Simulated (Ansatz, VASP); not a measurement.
# Sn19Ge5O48 (Sn0.8Ge0.2O2, rutile) in two plane-wave programs, part 3 of 4

Wanted: the spread between two codes on one cell, functional and k mesh. The cell is invented: As first built, before any earlier steps moved the atoms (in the runner's words): 2x2x3 conventional cells of the SnO2 type (72 atoms: 48 O, 5 Ge, 19 Sn); Sn/Ge share their sites, the best of 600 random draws by like-pair counts in two shells; start lattice by linear mixing of the end members' cells; atoms moved at random by 0.02 A. It may not be a known or stable phase. Of the first pair: The structure shown is the end of the Ansatz relaxation below.

VASP 6.6.1 and Ansatz 0.2.0.

So far. Step 3 (VASP: single point, PBE, relaxed cell, pair 1): The run ends at a pressure of 0.27 GPa, with forces up to 0.031 eV/Å.

## 6. VASP: single point, PBE, start cell, pair 2

Level of this step: PBE; plane waves and PAW (O, Ge_d, Sn_d); invented cell (VASP).

The same cell, functional, mesh and smearing now go to VASP, with its own data sets.

INCAR reads:

```
SYSTEM = Sn19Ge5O48
PREC = Accurate
ENCUT = 520
EDIFF = 1E-06
NELM = 120
ISMEAR = -1
SIGMA = 0.01
LREAL = Auto
ALGO = Normal
GGA = PE
NBANDS = 368
LORBIT = 11
LWAVE = .FALSE.
LCHARG = .FALSE.
ISIF = 2
ISYM = 0
LASPH = .TRUE.
GGA_COMPAT = .FALSE.
EFERMI = MIDGAP
KPAR = 4
```

POSCAR reads:

```
Sn19Ge5O48
1.0
    9.3388000000      0.0000000000      0.0000000000
    0.0000000000      9.3388000000      0.0000000000
    0.0000000000      0.0000000000      9.3636000000
O Ge Sn
48 5 19
Direct
    0.1539384075      0.1555446096      0.9994980563
    0.0935666253      0.4023429134      0.1686637618
    0.3471109779      0.3459116803      0.9998077662
    0.4078575406      0.0906326295      0.1638365586
    0.1558765580      0.1549449608      0.3341983852
    0.0946267186      0.4055124855      0.4982378572
    0.3451407033      0.3444339744      0.3344974155
    0.4008009594      0.0976142545      0.4987184416
    0.1549449608      0.1525035336      0.6701695929
    0.0957296441      0.4032316786      0.8320838139
    0.3451192873      0.3462329207      0.6669229783
    0.3999764424      0.0947766308      0.8334721688
    0.1517753887      0.6533601748      0.0017087445
    0.0983209834      0.9061549664      0.1678200692
    0.3494024928      0.8428491883      0.9985475672
    0.4013470681      0.5950764552      0.1681831774
    0.1532852187      0.6492161734      0.3373382033
    0.0983102754      0.9036171671      0.4988679568
    0.3442947702      0.8439306977      0.3306847794
    0.4049556688      0.5929776845      0.5012495194
    0.1561870904      0.6533066347      0.6692084241
    0.0979140789      0.9034993789      0.8332158571
    0.3501413458      0.8503447980      0.6639006365
    0.4037992033      0.5929562685      0.8324576018
    0.6562727545      0.1539812396      0.9984300910
    0.5981175312      0.4050841650      0.1680123030
    0.8485565597      0.3470360218      0.0005553420
    0.9046665524      0.0978712468      0.1719958136
    0.6511864479      0.1514541483      0.3312614806
    0.5923780357      0.4012828201      0.4972980478
    0.8479354949      0.3483638155      0.3300973984
    0.9030924744      0.0933096329      0.4981844590
    0.6537563713      0.1527069859      0.6658870520
    0.5992525806      0.4042917720      0.8314323551
    0.8443804343      0.3429241444      0.6660899654
    0.9061763824      0.0985244357      0.8324789611
    0.6508866235      0.6520859211      0.9965184331
    0.5906326295      0.8977063434      0.1666453074
    0.8444232664      0.8426992761      0.0013135973
    0.9048164646      0.5991240845      0.1664423940
    0.6517325566      0.6548057566      0.3306207014
    0.5953120315      0.9057266458      0.4972232902
    0.8463078768      0.8452906155      0.3302575932
    0.9069794834      0.5934595451      0.4981310607
    0.6529746863      0.6555553176      0.6672220086
    0.5944660984      0.9013899002      0.8346042121
    0.8459759284      0.8457938921      0.6664530736
    0.9039169915      0.5956439800      0.8358003332
    0.0042082495      0.9978798133      0.9989640736
    0.2514991219      0.2506424808      0.1654385066
    0.2478583972      0.2483830899      0.5012922380
    0.0017346982      0.4978048572      0.3337498398
    0.4973551206      0.0024521352      0.6657054979
    0.9986293742      0.9976549450      0.3343799393
    0.0019167345      0.9968625519      0.6689414328
    0.2481046815      0.2489720307      0.8315391516
    0.0019809826      0.5040047972      0.9983339741
    0.2520559387      0.7493253951      0.1702763894
    0.2504818606      0.7487364544      0.5033534111
    0.0003533645      0.5008138091      0.6686530821
    0.2490898188      0.7507602690      0.8342624632
    0.5008138091      0.9961558230      0.9998932035
    0.7518203624      0.2517454063      0.1656627793
    0.5001713282      0.9986936223      0.3319983767
    0.7472694565      0.2502355763      0.5015699090
    0.7503533645      0.2515847861      0.8336750822
    0.5006960209      0.5001713282      0.0004271861
    0.7476228209      0.7494538913      0.1643919006
    0.4974622007      0.5041011693      0.3315605109
    0.7476656530      0.7417762453      0.4996689308
    0.4999250439      0.4953634300      0.6661006451
    0.7510279693      0.7475050328      0.8352236319
```

KPOINTS reads:

```
Points of the shifted mesh
8
Reciprocal
 0.2500000000  0.2500000000  0.2500000000 1
 0.2500000000  0.2500000000  0.7500000000 1
 0.2500000000  0.7500000000  0.2500000000 1
 0.2500000000  0.7500000000  0.7500000000 1
 0.7500000000  0.2500000000  0.2500000000 1
 0.7500000000  0.2500000000  0.7500000000 1
 0.7500000000  0.7500000000  0.2500000000 1
 0.7500000000  0.7500000000  0.7500000000 1
```

Potentials, in the order of the species: O, Ge_d and Sn_d (PBE family, release 64).

Started as:

```
mpirun -np 8 vasp_std
```

Numbers of over 12 decimals in the logs are rounded to 6 here.

The log of the run:

```text
[banner, memory and clock lines left out]
running    8 mpi-ranks, on    1 nodes
[...]
|                                                                             |
|           W    W    AA    RRRRR   N    N  II  N    N   GGGG   !!!           |
|           W    W   A  A   R    R  NN   N  II  NN   N  G    G  !!!           |
|           W    W  A    A  R    R  N N  N  II  N N  N  G       !!!           |
|           W WW W  AAAAAA  RRRRR   N  N N  II  N  N N  G  GGG   !            |
|           WW  WW  A    A  R   R   N   NN  II  N   NN  G    G                |
|           W    W  A    A  R    R  N    N  II  N    N   GGGG   !!!           |
|                                                                             |
|     For optimal performance we recommend to set                             |
|       NCORE = 2 up to number-of-cores-per-socket                            |
|     NCORE specifies how many cores store one orbital (NPAR=cpu/NCORE).      |
|     This setting can greatly improve the performance of VASP for DFT.       |
|     The default, NCORE=1 might be grossly inefficient on modern             |
|     multi-core architectures or massively parallel machines. Do your        |
|     Unfortunately you need to use the default for GW and RPA                |
|     calculations (for HF NCORE is supported but not extensively tested      |
|     yet).                                                                   |
|                                                                             |

 LDA part: xc-table for (Slater+PW92), standard interpolation
 POSCAR, INCAR and KPOINTS ok, starting setup
[...]
entering main loop
       N       E                     dE             d eps       ncg     rms          rms(c)
DAV:   1     0.148392439322E+05    0.14839E+05   -0.22028E+05  6248   0.320E+03
DAV:   2     0.317849354346E+04   -0.11661E+05   -0.11027E+05  5888   0.934E+02
DAV:   3    -0.546546716306E+02   -0.32331E+04   -0.30594E+04  6136   0.362E+02
DAV:   4    -0.492155590065E+03   -0.43750E+03   -0.42683E+03  6792   0.143E+02
[...]
DAV:  15    -0.442422399322E+03    0.10938E-05   -0.30011E-05  8400   0.214E-02    0.681E-03
DAV:  16    -0.442422397777E+03    0.15452E-05   -0.63803E-06  6040   0.107E-02    0.409E-03
DAV:  17    -0.442422397220E+03    0.55674E-06   -0.22793E-06  4208   0.479E-03
   1 F= -.44242240E+03 E0= -.44242240E+03  d E =0.000000E+00
```

From OUTCAR (step 6):

```text
 POSITION                                       TOTAL-FORCE (eV/Angst)
 -----------------------------------------------------------------------------------
      1.43760      1.45260      9.35890        -0.993653     -1.141790      1.947213
      0.87380      3.75740      1.57930         1.077790     -0.773703      1.240167
      3.24160      3.23040      9.36180        -0.735754     -0.700945      1.675819
      3.80890      0.84640      1.53410        -2.674970      2.679638      0.200647
      1.45570      1.44700      3.12930         1.190900      1.035777      0.008093
      0.88370      3.78700      4.66530         1.115403     -1.218431     -1.141959
      3.22320      3.21660      3.13210        -1.119767     -1.195133     -0.266929
      3.74300      0.91160      4.66980        -0.711082      0.722473      1.815655
      1.44700      1.42420      6.27520        -0.007406      0.233257     -2.595986
      0.89400      3.76570      7.79130         0.450032     -0.363204      0.159018
      3.22300      3.23340      6.24480        -0.789052     -0.680724     -1.843669
      3.73530      0.88510      7.80430         0.967312     -0.741243     -1.663229
      1.41740      6.10160      0.01600         0.380513      0.304499     -0.065877
      0.91820      8.46240      1.57140        -0.309270      0.207457     -2.229533
[...]
-----------------------------------------------------------------------------------
    total drift:                               -0.009969     -0.035572     -0.029948

  FREE ENERGIE OF THE ION-ELECTRON SYSTEM (eV)
  ---------------------------------------------------
  free  energy   TOTEN  =      -442.4223972199 eV

  energy  without entropy=     -442.4223972199  energy(sigma->0) =     -442.42239722

[... 2 further parts left out ...]
[key lines of the parts left out:]
E-fermi :   7.0956
```

The run ends at a pressure of 15.40 GPa, with forces up to 3.8 eV/Å.

## 7. Comparison

What differs besides the data sets and the points named for the pairs above, as far as they apply: the cutoff is 420 eV in Ansatz and 520 eV in VASP (PREC = Accurate, projectors in real space). Total energies have different zeros and are not compared.

Forces on 7 of the 72 atoms, those with the largest forces and the largest differences (eV/Å; atoms numbered as in POSCAR):

| atom | Ansatz x, y, z | VASP x, y, z |
| --- | --- | --- |
| O1 | -0.973, -1.120, 1.922 | -0.994, -1.142, 1.947 |
| O4 | -2.628, 2.629, 0.197 | -2.675, 2.680, 0.201 |
| O9 | 0.003, 0.242, -2.567 | -0.007, 0.233, -2.596 |
| O28 | 0.536, -0.676, -2.460 | 0.534, -0.674, -2.489 |
| O31 | 1.425, 1.552, 0.929 | 1.458, 1.587, 0.943 |
| O33 | -2.081, -1.984, 0.460 | -2.118, -2.021, 0.468 |
| O39 | 2.390, 2.404, -0.379 | 2.427, 2.446, -0.388 |

The forces differ by 16 meV/Å r.m.s., which is 1.7 % of the r.m.s. force of 0.922 eV/Å (both taken over all components).

## 8. Ansatz: relaxation, PBE

This run makes the geometry at which the two programs are then compared. The cell compared in this pair holds 862.02 Å³, against 816.63 Å³ for the pair before.

The structure compared here is the end of the Ansatz relaxation.

input.yaml reads:

```yaml
crystal:
  lattice:
    - [9.3388, 0.0, 0.0]
    - [0.0, 9.3388, 0.0]
    - [0.0, 0.0, 9.3636]
  atoms:
    - { symbol: O, position: [0.15394, 0.15554, 0.9995] }
    - { symbol: O, position: [0.09357, 0.40234, 0.16866] }
    - { symbol: O, position: [0.34711, 0.34591, 0.99981] }
    - { symbol: O, position: [0.40786, 0.09063, 0.16384] }
    - { symbol: O, position: [0.15588, 0.15495, 0.3342] }
    - { symbol: O, position: [0.09463, 0.40551, 0.49824] }
    - { symbol: O, position: [0.34514, 0.34443, 0.3345] }
    - { symbol: O, position: [0.4008, 0.09761, 0.49872] }
    - { symbol: O, position: [0.15494, 0.1525, 0.67017] }
    - { symbol: O, position: [0.09573, 0.40323, 0.83208] }
    - { symbol: O, position: [0.34512, 0.34623, 0.66692] }
    - { symbol: O, position: [0.39998, 0.09478, 0.83347] }
    - { symbol: O, position: [0.15177, 0.65336, 0.00171] }
    - { symbol: O, position: [0.09832, 0.90615, 0.16782] }
    - { symbol: O, position: [0.3494, 0.84285, 0.99855] }
    - { symbol: O, position: [0.40135, 0.59508, 0.16818] }
    - { symbol: O, position: [0.15328, 0.64922, 0.33734] }
    - { symbol: O, position: [0.09831, 0.90362, 0.49887] }
    - { symbol: O, position: [0.3443, 0.84393, 0.33068] }
    - { symbol: O, position: [0.40496, 0.59298, 0.50125] }
    - { symbol: O, position: [0.15619, 0.65331, 0.66921] }
    - { symbol: O, position: [0.09791, 0.9035, 0.83322] }
    - { symbol: O, position: [0.35014, 0.85034, 0.6639] }
    - { symbol: O, position: [0.4038, 0.59296, 0.83246] }
    - { symbol: O, position: [0.65627, 0.15398, 0.99843] }
    - { symbol: O, position: [0.59812, 0.40508, 0.16801] }
    - { symbol: O, position: [0.84856, 0.34704, 0.00056] }
    - { symbol: O, position: [0.90467, 0.09787, 0.172] }
    - { symbol: O, position: [0.65119, 0.15145, 0.33126] }
    - { symbol: O, position: [0.59238, 0.40128, 0.4973] }
    - { symbol: O, position: [0.84794, 0.34836, 0.3301] }
    - { symbol: O, position: [0.90309, 0.09331, 0.49818] }
    - { symbol: O, position: [0.65376, 0.15271, 0.66589] }
    - { symbol: O, position: [0.59925, 0.40429, 0.83143] }
    - { symbol: O, position: [0.84438, 0.34292, 0.66609] }
    - { symbol: O, position: [0.90618, 0.09852, 0.83248] }
    - { symbol: O, position: [0.65089, 0.65209, 0.99652] }
    - { symbol: O, position: [0.59063, 0.89771, 0.16665] }
    - { symbol: O, position: [0.84442, 0.8427, 0.00131] }
    - { symbol: O, position: [0.90482, 0.59912, 0.16644] }
    - { symbol: O, position: [0.65173, 0.65481, 0.33062] }
    - { symbol: O, position: [0.59531, 0.90573, 0.49722] }
    - { symbol: O, position: [0.84631, 0.84529, 0.33026] }
    - { symbol: O, position: [0.90698, 0.59346, 0.49813] }
    - { symbol: O, position: [0.65297, 0.65556, 0.66722] }
    - { symbol: O, position: [0.59447, 0.90139, 0.8346] }
    - { symbol: O, position: [0.84598, 0.84579, 0.66645] }
    - { symbol: O, position: [0.90392, 0.59564, 0.8358] }
    - { symbol: Ge, position: [0.00421, 0.99788, 0.99896] }
    - { symbol: Ge, position: [0.2515, 0.25064, 0.16544] }
    - { symbol: Ge, position: [0.24786, 0.24838, 0.50129] }
    - { symbol: Ge, position: [0.00173, 0.4978, 0.33375] }
    - { symbol: Ge, position: [0.49736, 0.00245, 0.66571] }
    - { symbol: Sn, position: [0.99863, 0.99766, 0.33438] }
    - { symbol: Sn, position: [0.00192, 0.99686, 0.66894] }
    - { symbol: Sn, position: [0.2481, 0.24897, 0.83154] }
    - { symbol: Sn, position: [0.00198, 0.50401, 0.99833] }
    - { symbol: Sn, position: [0.25206, 0.74932, 0.17028] }
    - { symbol: Sn, position: [0.25048, 0.74874, 0.50335] }
    - { symbol: Sn, position: [0.00035, 0.50081, 0.66865] }
    - { symbol: Sn, position: [0.24909, 0.75076, 0.83426] }
    - { symbol: Sn, position: [0.50081, 0.99616, 0.99989] }
    - { symbol: Sn, position: [0.75182, 0.25175, 0.16566] }
    - { symbol: Sn, position: [0.50017, 0.99869, 0.332] }
    - { symbol: Sn, position: [0.74727, 0.25024, 0.50157] }
    - { symbol: Sn, position: [0.75035, 0.25159, 0.83368] }
    - { symbol: Sn, position: [0.5007, 0.50017, 0.00043] }
    - { symbol: Sn, position: [0.74762, 0.74945, 0.16439] }
    - { symbol: Sn, position: [0.49746, 0.5041, 0.33156] }
    - { symbol: Sn, position: [0.74767, 0.74178, 0.49967] }
    - { symbol: Sn, position: [0.49993, 0.49536, 0.6661] }
    - { symbol: Sn, position: [0.75103, 0.74751, 0.83522] }
kpoints:
  mp_grid: { grid: [2, 2, 2], shift: [0.5, 0.5, 0.5] }
hamiltonian:
  xc: pbe
scf:
  occupations: { method: fermi_dirac, width: 0.01 }
output:
  forces: true
  stress: true
relax:
  f_tol: 0.02
  max_steps: 45
  cell: { stress_tol: 0.1 }
```

Started as:

```
ansatz run input.yaml --threads 8 --pin off --max-ram 15360MiB --backend cpu --events-out ev --progress --plain --runs-dir out
```

The log of the run:

```text
[...]
Crystal: 72 atoms, lattice volume = 816.629 Å³
Basis set: ecut = 420 eV, 15927 PW (Γ), exchange–correlation on 128×128×128 points (8 copies of the dense FFT grid, shifted against one another)
Bands: 384, of which v1, the nominal top of the filled ones, is band 312 counted from 1 (311 counted from 0)
Symmetry: 1 space group operations
[...]
k-points: 4 of 8 (time reversal used)
[...]
- { symbol: Sn, position: [0.247883, 0.244296, 0.832731] }
    - { symbol: Sn, position: [0.00324469, 0.495618, 1.003979] }
    - { symbol: Sn, position: [0.243188, 0.746810, 0.166657] }
    - { symbol: Sn, position: [0.249220, 0.750363, 0.499459] }
    - { symbol: Sn, position: [0.00286066, 0.496396, 0.661803] }
    - { symbol: Sn, position: [0.252084, 0.755809, 0.833371] }
[...]
- { symbol: Sn, position: [0.496144, 0.495836, 0.332977] }
    - { symbol: Sn, position: [0.749495, 0.748609, 0.499284] }
    - { symbol: Sn, position: [0.497104, 0.496322, 0.665480] }
    - { symbol: Sn, position: [0.752523, 0.753211, 0.833085] }
[key lines of the parts left out:]
P = ⅓ Tr σ = 0.0466 GPa (0.466 kbar)
```

(Part 3 of 4 ends here.)

[Lines on the potential files, build, host, timing and source positions are cut from VASP's logs without a mark.]

[Logs are printed without paths, hosts, clocks, repeated set-up lines and the standing remarks that a program may print on its own settings, such as how far it seeks lower states.]

[Hosts, paths, dates, database ids (printed as entryN), source tags and the programs' standing remarks are cut or masked in the printed files.]
